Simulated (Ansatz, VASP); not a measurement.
# SnSeS in two plane-wave programs, part 2 of 3

Wanted: the spread between two codes on one cell, functional and k mesh. The cell is taken from a series of runs on this material, whose earlier steps may have relaxed, scaled, displaced or heated it; both programs get it as it stands.

VASP 6.6.1 and Ansatz 0.2.0.

So far: The starting structure; VASP: zone-centre phonons, PBEsol, pair 1.

### 3. Ansatz: zone-centre phonons, PBEsol, pair 1

Level of this step: Ansatz beside VASP: Kohn-Sham DFT, plane waves, PBEsol (Ansatz).

Ansatz runs on its PAW soft_1 files.

The same cell, functional and mesh now go to Ansatz, which takes its cutoff from its data sets.

The input, input.yaml:

```yaml
crystal:
  lattice:
    - [3.8362681834, 0.0, 0.0]
    - [-1.9181340917, 3.225539517, 0.0]
    - [0.0, 0.0, 30.0]
  atoms:
    - { symbol: Sn, position: [0.0004514084, 0.0009028167, 0.3339194068] }
    - { symbol: S, position: [0.3334299382, 0.6668598764, 0.3817262463] }
    - { symbol: Se, position: [0.6661186534, 0.3322373068, 0.2810210137] }
  periodic: [true, true, false]
kpoints:
  mp_grid: { grid: [9, 9, 1] }
hamiltonian:
  xc: pbesol
  pseudopotentials: { kind: paw, azcp: { folder: soft_1 }, xc_functional: pbe }
scf:
  occupations: { method: fixed }
output:
  eigenvalues: true
phonons:
  method: dfpt
```

On the command line:

```sh
$ ansatz run input.yaml --threads 8 --pin off --max-ram 16384MiB --backend cpu --events-out ev --progress --plain --runs-dir out
```

Numbers of over 12 decimals in the logs are rounded to 6 here.

Log:

```text
zone centre: on kpoints.mp_grid the ground state, and the responses unless they are solved on pairs of k-points, stand on 25 of the mesh's 81 k-points, reduced under 2 symmetry operations, with k and −k counted as one. Each operation leaves every solved displacement unchanged or reverses it
Engine: ansatz 0.2.0, aarch64-unknown-linux-gnu
Pseudopotentials: kind: paw
Pseudopotential: Sn, paw, valence charge 14, recommended cutoff 420 eV (normal), soft_1/Sn.paw.azcp
Pseudopotential: S, paw, valence charge 6, recommended cutoff 420 eV (normal), soft_1/S.paw.azcp
Pseudopotential: Se, paw, valence charge 16, recommended cutoff 420 eV (normal), soft_1/Se.paw.azcp
Functional definition: PBEsol
  exchange = pbesol_x
  correlation = pbesol_c
Crystal: 3 atoms, lattice volume = 371.221 Å³
Basis set: ecut = 420 eV, 7297 PW (Γ), exchange–correlation on 54×54×432 points (8 copies of the dense FFT grid, shifted against one another)
Bands: 22, of which v1, the nominal top of the filled ones, is band 18 counted from 1 (17 counted from 0)
Symmetry: 2 space group operations
k-points: 25 of 81 (time reversal used)
Non-local potential: Sn, projectors of the file, l = 0: 2, l = 1: 2, l = 2: 2, l = 3: 1
Non-local potential: S, projectors of the file, l = 0: 2, l = 1: 2, l = 2: 1
Non-local potential: Se, projectors of the file, l = 0: 2, l = 1: 2, l = 2: 3, l = 3: 1
PAW form: soft (Blöchl's): semilocal exchange-correlation on the pseudo side does not see the compensation charge
PAW frozen core: Sn, regenerated for the run's functional, and the local potential with it (the file was generated under x = pbe(κ = 0.804, μ = 0.219515), c = pbe(β = 0.066725))
PAW frozen core: S, regenerated for the run's functional, and the local potential with it (the file was generated under x = pbe(κ = 0.804, μ = 0.219515), c = pbe(β = 0.066725))
PAW frozen core: Se, regenerated for the run's functional, and the local potential with it (the file was generated under x = pbe(κ = 0.804, μ = 0.219515), c = pbe(β = 0.066725))
PAW one-centre angular grid: Sn, 590 points (default); XC on 64 Gauss nodes
PAW one-centre angular grid: S, 110 points (default); XC on 64 Gauss nodes
PAW one-centre angular grid: Se, 590 points (default); XC on 64 Gauss nodes
Initial density: superposition of atomic densities (neutral atoms: chi_scale 0, normalization atom)
Initial wavefunctions: pseudopotential atomic-orbital guess
Functional: x = pbesol(κ = 0.804, μ = 0.123457), c = pbesol(β = 0.046)
SCF iter   1: F=—  HF=-12260.399120 eV  |F-HF|=—  |Δ(HF+E_count)|=         —  Δρ=1.50e-2  dr2=1.31e0  ethr=3.10e-3  ⟨swp⟩=7.4  Hψ=2897  notcnv=0  defer=45
preconditioner: auto → none  [insulator: Δε(μ)=1.163 eV  Ē_g=15.313 eV  n_scr=16 (ndim 8)  ℏωp=9.8 eV  f_vac=0.769  ε∞_Penn≈1.4]
SCF iter   2: F=—  HF=-12260.110266 eV  |F-HF|=—  |Δ(HF+E_count)|=   2.89e-1  Δρ=8.04e-3  dr2=7.38e-1  ethr=3.10e-3  ⟨swp⟩=5.0  Hψ=1480  notcnv=0  defer=44
SCF iter   3: F=—  HF=-12260.197872 eV  |F-HF|=—  |Δ(HF+E_count)|=   8.76e-2  Δρ=7.13e-3  dr2=1.79e0  ethr=2.05e-3  ⟨swp⟩=5.5  Hψ=1067  notcnv=0  defer=49  recentre
SCF iter   4: F=—  HF=-12260.016679 eV  |F-HF|=—  |Δ(HF+E_count)|=   1.81e-1  Δρ=4.11e-3  dr2=1.53e-1  ethr=2.05e-3  ⟨swp⟩=4.8  Hψ=1053  notcnv=0  defer=50
SCF iter   5: F=—  HF=-12260.001447 eV  |F-HF|=—  |Δ(HF+E_count)|=   1.52e-2  Δρ=1.63e-3  dr2=8.75e-3  ethr=4.24e-4  ⟨swp⟩=3.0  Hψ=759  notcnv=0  defer=50
SCF iter   6: F=—  HF=-12260.001610 eV  |F-HF|=—  |Δ(HF+E_count)|=   1.62e-4  Δρ=2.69e-4  dr2=5.16e-4  ethr=2.43e-5  ⟨swp⟩=5.1  Hψ=1266  notcnv=0  defer=50
SCF iter   7: F=—  HF=-12260.001518 eV  |F-HF|=—  |Δ(HF+E_count)|=   9.18e-5  Δρ=8.56e-5  dr2=5.44e-5  ethr=1.43e-6  ⟨swp⟩=2.9  Hψ=1117  notcnv=0  defer=50
SCF iter   8: F=—  HF=-12260.001514 eV  |F-HF|=—  |Δ(HF+E_count)|=   4.18e-6  Δρ=3.48e-5  dr2=9.21e-6  ethr=1.51e-7  ⟨swp⟩=3.2  Hψ=879  notcnv=0  defer=50
SCF iter   9: F=—  HF=-12260.001517 eV  |F-HF|=—  |Δ(HF+E_count)|=   3.49e-6  Δρ=8.83e-6  dr2=2.70e-7  ethr=2.56e-8  ⟨swp⟩=2.4  Hψ=886  notcnv=0  defer=50
SCF iter  10: F=—  HF=-12260.001561 eV  |F-HF|=—  |Δ(HF+E_count)|=   4.38e-5  Δρ=2.68e-6  dr2=2.25e-8  ethr=7.50e-10  ⟨swp⟩=3.8  Hψ=1379  notcnv=0  defer=49
SCF iter  11: F=—  HF=-12260.001561 eV  |F-HF|=—  |Δ(HF+E_count)|=  3.98e-10  Δρ=5.02e-7  dr2=5.53e-10  ethr=6.24e-11  ⟨swp⟩=3.6  Hψ=1222  notcnv=0  defer=49
SCF iter  12: F=—  HF=-12260.001561 eV  |F-HF|=—  |Δ(HF+E_count)|=  2.27e-10  Δρ=9.88e-8  dr2=1.14e-10  ethr=1.00e-12  ⟨swp⟩=24.8  Hψ=6073  notcnv=0
SCF iter  13: F=-12260.001561 eV  HF=-12260.001561 eV  |F-HF|=1.04e-10  |Δ(HF+E_count)|=  1.64e-11  Δρ=4.61e-8  dr2=6.78e-11  ethr=1.00e-12  ⟨swp⟩=9.1  Hψ=2906  notcnv=0
SCF 1 converged in 13 iterations: F = -12260.001561 eV  dr2 = 6.78e-11
  greatest PAW one-centre occupation: 1.000 electrons in one spin orbital (limit 2), on the Se atom at site 2 (counted from 0), in its partial waves of l = 2
DFPT response loops at Γ: preconditioner auto → none (the input reference at scf.mixing.eps_inf says where Resta's filter doesn't serve); β = 0.50; Broyden in place of MSR1
SCF converged after 13 iterations
Free energy (F): -12260.001561 eV
Harris-Foulkes:  -12260.001561 eV  (|F-HF|=1.04e-10)
Internal energy: -12260.001561 eV  (E = F + TS)
E sigma→0 (E₀):  -12260.001561 eV
Fermi energy:    -6.262688 eV
--- Per-component energies (eV) ---
  E_band       = -981.867556
  E_kinetic    = 383.815013
  E_local      = -61687.486366  (includes V_loc(G=0)·N_el)
  E_nonlocal   = -171.050007
  E_hartree    = 30635.063902
  E_xc         = -295.812528
  E_vxc        = -251.505204  (∫ρ·V_xc dr)
  E_paw        = -6976.733179  (= ΣΔE_a)
  E_vpaw       = -525.768546  (= ΣTr[D̂ρ^β])
  E_aug_tail   = -0.000092  (compensation charges beyond the density's cutoff)
  E_ewald      = 25850.846455
  E_core_change = 1.355241  (= ΣΔE_core)
  E_smearing   = -0.000000  (= −TS)
  E_closure    = 0.000000  (closes the sum)
  Σ components = -12260.001561   (vs F -12260.001561, Δ=0.00e0)
--- Band table (eV; the first three rows and the last of 25) ---
  k-point 0: bands = [... 14 lower, -7.2702, -7.1390, -6.4136, -6.2627, -4.6351, -3.1778, -1.6976, -1.3835]
  k-point 1: bands = [... 14 lower, -7.5707, -7.2545, -6.9823, -6.4160, -4.1259, -2.6327, -1.4636, -1.3874]
  k-point 2: bands = [... 14 lower, -8.1391, -7.9705, -7.1233, -6.5275, -4.2234, -2.2466, -0.7853, -0.6477]
  k-point 24: bands = [... 14 lower, -9.5112, -8.5084, -7.5174, -6.7198, -3.9972, -1.1758, -0.4415, -0.0729]
--- Phonons (Γ-DFPT): 9 representative perturbations + reference, on 25 of 81 k-points (Σ response iterations 40) ---
  k mesh reduced under 2 symmetry operations, with k and −k counted as one. Each operation leaves every solved displacement unchanged or reverses it
  ASR residual: 8.575e-5 → 0.000e0 eV/Å²; symmetrization residual: 1.155e-5 eV/Å²
  ASR residual per site (eV/Å²): 4.39e-5 8.34e-5 8.58e-5
  Γ frequencies (cm⁻¹): 0.00 0.00 0.00 130.14 133.87 174.15 189.37 215.63 315.32
  non-analytic LO–TO correction: not included (Born effective charges unavailable; polar crystals: no LO–TO splitting at Γ)
```

### 4. Comparison

Known differences besides the potentials themselves: fixed occupations in Ansatz, narrow Gaussian smearing in VASP; Ansatz cuts the interaction across the vacuum, VASP repeats the sheet without a dipole correction; the data sets hold 36 valence electrons in Ansatz (on its PAW soft_1 files) and 26 in VASP; the cutoff is 420 eV in Ansatz and 500 eV in VASP; Ansatz makes its cores anew for this functional, VASP keeps those of its PBE data sets. Total energies have different zeros and are not compared.

The two programs side by side:

```csv
quantity,Ansatz,VASP,difference
optical mode 1 (cm⁻¹),130.1,130.5,-0.29 %
optical mode 2 (cm⁻¹),133.9,133.9,-0.04 %
optical mode 3 (cm⁻¹),174.2,172.9,+0.74 %
optical mode 4 (cm⁻¹),189.4,187.9,+0.80 %
optical mode 5 (cm⁻¹),215.6,216.1,-0.20 %
optical mode 6 (cm⁻¹),315.3,315.9,-0.18 %
```

Modes are paired by rising frequency, not by their patterns, so a pair may set unlike modes beside each other; they are those without the splitting of longitudinal modes. Where the cell holds vacuum, a pressure given here is an average over it and none of the material.

### 5. VASP: zone-centre phonons, PBEsol, pair 2

Second derivatives magnify differences that forces hide, and they need a tight electronic threshold.

The input, INCAR:

```
SYSTEM = SnSeS
PREC = Accurate
ENCUT = 500
EDIFF = 1E-08
NELM = 120
ISMEAR = 0
SIGMA = 0.01
LREAL = .FALSE.
ALGO = Normal
GGA = PS
NBANDS = 19
LORBIT = 11
LWAVE = .FALSE.
LCHARG = .FALSE.
ISIF = 2
IBRION = 8
LASPH = .TRUE.
GGA_COMPAT = .FALSE.
EFERMI = MIDGAP
NELMDL = -8
KPAR = 2
```

The input, POSCAR:

```
SnSeS
1.0
    3.7245322168      0.0000000000      0.0000000000
   -1.8622661084      3.3223057025      0.0000000000
    0.0000000000      0.0000000000     30.0000000000
Sn S Se
1 1 1
Direct
    0.9994522181      0.9989044362      0.3339186343
    0.3334379656      0.6668759313      0.3817275884
    0.6671098163      0.3342196326      0.2810204442
```

The input, KPOINTS:

```
Automatic mesh
0
Gamma
9 9 1
0 0 0
```

PAW data sets: Sn_d, S and Se (PBE family, release 64).

On the command line:

```sh
$ mpirun -np 2 vasp_std
```

Log:

```text
[banner, memory and clock lines left out]
running    2 mpi-ranks, on    1 nodes
[...]
[... a notice as in an earlier step ...]

 LDA part: xc-table for (Slater+PW92), standard interpolation
 POSCAR, INCAR and KPOINTS ok, starting setup
[...]
entering main loop
       N       E                     dE             d eps       ncg     rms          rms(c)
DAV:   1     0.180474268681E+03    0.18047E+03   -0.10213E+04  1134   0.990E+02
DAV:   2     0.964626600356E+01   -0.17083E+03   -0.16638E+03  1248   0.219E+02
DAV:   3    -0.131668220314E+02   -0.22813E+02   -0.22733E+02  1187   0.923E+01
DAV:   4    -0.139066432290E+02   -0.73982E+00   -0.73875E+00  1394   0.199E+01
[...]
DAV:  27    -0.135217598019E+02   -0.10667E-06   -0.98608E-12  1098   0.776E-05    0.334E-05
DAV:  28    -0.135217598645E+02   -0.62565E-07    0.21059E-10  1027   0.584E-05    0.234E-05
DAV:  29    -0.135217598741E+02   -0.96215E-08    0.52426E-10   994   0.455E-05
   1 F= -.13521760E+02 E0= -.13521760E+02  d E =0.000000E+00
[...]
RMM:  11    -0.790600073206E-01   -0.31896E-07   -0.45359E-08  2025   0.297E-05    0.653E-06
RMM:  12    -0.790600289482E-01   -0.21628E-07   -0.16187E-08  2024   0.200E-05    0.313E-06
RMM:  13    -0.790600234297E-01    0.55185E-08    0.18575E-08  1892   0.161E-05    0.204E-06
 first order change of Fermi-energy   0.41422E+00
 force on displaced ion       3 direction 2 :   0.000  -3.270   0.203
 Linear response progress:
  Degree of freedom:   9/  9
       N       E                     dE             d eps       ncg     rms          rms(c)
RMM:   1    -0.116927458618E+00   -0.11693E+00    0.56009E-02  2164   0.152E+00
RMM:   2    -0.115365921563E+00    0.15615E-02   -0.23961E-03  1710   0.257E-01    0.103E-01
RMM:   3    -0.115115353579E+00    0.25057E-03   -0.31993E-04  1853   0.978E-02    0.466E-02
RMM:   4    -0.115059053368E+00    0.56300E-04   -0.57621E-05  1922   0.434E-02    0.266E-02
[...]
RMM:  12    -0.115040095175E+00   -0.49697E-06   -0.59539E-09  1920   0.286E-04    0.627E-05
RMM:  13    -0.115040482928E+00   -0.38775E-06   -0.15381E-07  2001   0.252E-04    0.340E-05
RMM:  14    -0.115040485231E+00   -0.23029E-08    0.55604E-09  2044   0.774E-05    0.350E-05
 first order change of Fermi-energy  -0.14062E+01
 force on displaced ion       3 direction 3 :  -0.000   0.207  -9.235
 Linear response finished
```

Parts of OUTCAR (step 5):

```text
  Total       -0.3295915     -1.4357714      0.0195791      0.0000000      0.0008937      0.0000000
  in kB       -1.4225056     -6.1967405      0.0845026      0.0000000      0.0038571      0.0000000
  external PRESSURE =      -2.5115811 kB  Pullay stress =       0.0000000 kB

 POSITION                                       TOTAL-FORCE (eV/Angst)
 -----------------------------------------------------------------------------------
      1.86227      3.31867     10.01756         0.000000     -0.002113      0.008211
     -0.00000      2.21557     11.45183         0.000000      0.001554      0.008842
      1.86227      1.11038      8.43061        -0.000000      0.000559     -0.017053
 -----------------------------------------------------------------------------------
    total drift:                               -0.000000      0.000159      0.000263

[... 1 part as in an earlier step ...]

[... 1 further part left out ...]
```

### 6. Ansatz: zone-centre phonons, PBEsol, pair 2

The same cell, functional and mesh now go to Ansatz, which takes its cutoff from its data sets.

The cell is taken from a series of runs on this material, whose earlier steps may have relaxed, scaled, displaced or heated it; both programs get it as it stands.

input.yaml, the sections that differ from step 3:

```yaml
crystal:
  lattice:
    - [3.7245322168, 0.0, 0.0]
    - [-1.8622661084, 3.3223057025, 0.0]
    - [0.0, 0.0, 30.0]
  atoms:
    - { symbol: Sn, position: [-0.0005477819, -0.0010955638, 0.3339186343] }
    - { symbol: S, position: [0.3334379656, 0.6668759313, 0.3817275884] }
    - { symbol: Se, position: [0.6671098163, 0.3342196326, 0.2810204442] }
  periodic: [true, true, false]
# kpoints, hamiltonian, scf, output, phonons: as in step 3
```

On the command line:

```sh
$ ansatz run input.yaml --threads 8 --pin off --max-ram 16384MiB --backend cpu --events-out ev --progress --plain --runs-dir out
```

Log:

```text
[...]
Crystal: 3 atoms, lattice volume = 371.221 Å³
Basis set: ecut = 420 eV, 7265 PW (Γ), exchange–correlation on 54×54×432 points (8 copies of the dense FFT grid, shifted against one another)
Bands: 22, of which v1, the nominal top of the filled ones, is band 18 counted from 1 (17 counted from 0)
Symmetry: 2 space group operations
k-points: 25 of 81 (time reversal used)
[...]
k-point 2: bands = [... 14 lower, -8.0569, -7.9065, -7.0868, -6.3333, -4.1131, -2.0447, -0.8777, -0.5648]
  k-point 24: bands = [... 14 lower, -9.5768, -8.3873, -7.4929, -6.7648, -4.2041, -1.3152, -0.5746, -0.2963]
[...]
ASR residual: 1.050e-4 → 0.000e0 eV/Å²; symmetrization residual: 1.800e-5 eV/Å²
  ASR residual per site (eV/Å²): 5.52e-5 1.05e-4 6.61e-5
  Γ frequencies (cm⁻¹): 0.00 0.00 0.00 130.34 133.65 173.83 189.76 215.58 315.30
[...]
[key lines of the parts left out:]
SCF converged after 13 iterations
Free energy (F): -12260.001171 eV
Fermi energy:    -6.250676 eV
```

### 7. Side by side

What differs besides the data sets and the points named for the pairs above, as far as they apply: the data sets hold 36 valence electrons in Ansatz (on its PAW soft_1 files) and 26 in VASP. Total energies have different zeros and are not compared.

Both answers:

```
             quantity  Ansatz   VASP  difference
optical mode 1 (cm⁻¹)   130.3  130.8     -0.36 %
optical mode 2 (cm⁻¹)   133.7  133.7     -0.01 %
optical mode 3 (cm⁻¹)   173.8  172.7     +0.66 %
optical mode 4 (cm⁻¹)   189.8  188.1     +0.88 %
optical mode 5 (cm⁻¹)   215.6  216.0     -0.20 %
optical mode 6 (cm⁻¹)   315.3  315.9     -0.18 %
```

Modes are paired by rising frequency, not by their patterns, so a pair may set unlike modes beside each other; they are those without the splitting of longitudinal modes. Where the cell holds vacuum, a pressure given here is an average over it and none of the material.

[end of part 2 of 3]

[Lines on the potential files, build, host, timing and source positions are cut from VASP's logs without a mark.]

[Logs are printed without paths, hosts, clocks, repeated set-up lines and the standing remarks that a program may print on its own settings, such as how far it seeks lower states.]

[Hosts, paths, dates, database ids (printed as entryN), source tags and the programs' standing remarks are cut or masked in the printed files.]
